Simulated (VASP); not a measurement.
Computed with r2SCAN meta-GGA, VASP's PBE PAW potentials (set 64) (plane waves; VASP 6.6.1).

The input files of a VASP run:

KPOINTS:
```
Regular mesh
0
G
  7 7 4
```

File POSCAR:
```
GaN
1
    3.1820442646     0.0000000000     0.0000000000
   -1.5910221323     2.7557311313     0.0000000000
   -0.0000000000     0.0000000000     5.1800056344
Ga N
2 2
Direct
  0.3333330000   0.6666670000   0.0000408433
  0.6666670000   0.3333330000   0.5000408433
  0.3333330000   0.6666670000   0.3769591567
  0.6666670000   0.3333330000   0.8769591567
```

**INCAR**
```
# general
SYSTEM  = GaN
PREC    = Accurate
ENCUT   = 530   # plane-wave cut-off (eV)
LREAL   = .False.   # projection in real space or not
LASPH   = .True.   # aspherical one-centre terms

# electronic loop
EDIFF   = 1E-6   # SCF stop (eV)
NELM    = 100
ALGO    = Normal   # blocked Davidson
LMAXMIX = 4
LMIXTAU = .True.

# smearing
ISMEAR  = 0
SIGMA   = 0.05

# functional
METAGGA = R2SCAN

# ions
IBRION  = 2
NSW     = 60   # most ionic steps
ISIF    = 3   # ions, shape and volume
EDIFFG  = -0.02

# output
LWAVE   = .False.
LCHARG  = .False.
```

POTCAR, in this order: Ga_d N (PBE.64 set). Program: vasp_std.

Problem. Predict the energy per atom (σ→0), volume per atom.

Solution. 
```
Quantity                         Value
---------------------  ---------------
energy per atom (σ→0)  -10.955 eV/atom
volume per atom         11.43 Å^3/atom
```

OSZICAR:
```
...
DAV:   5    -0.438211343747E+02    0.12415E-03   -0.62543E-05  1474   0.779E-02    0.432E-02
DAV:   6    -0.438210697594E+02    0.64615E-04   -0.12998E-04  1318   0.134E-01    0.455E-03
DAV:   7    -0.438210927515E+02   -0.22992E-04   -0.15446E-05  1086   0.394E-02    0.353E-03
DAV:   8    -0.438210939901E+02   -0.12385E-05   -0.40337E-07   804   0.869E-03    0.194E-03
DAV:   9    -0.438210853278E+02    0.86623E-05   -0.87227E-07   642   0.128E-02    0.391E-04
DAV:  10    -0.438210890502E+02   -0.37224E-05   -0.22080E-07   528   0.882E-03    0.102E-04
DAV:  11    -0.438210885778E+02    0.47243E-06   -0.62686E-08   528   0.317E-03
   3 F= -.43821089E+02 E0= -.43821089E+02  d E =-.131903E-02
```

The compound is GaN in the wurtzite structure. This run relaxes it. Symmetry was kept, so distortions that lower it aren't found. The start is the result of an earlier pass.
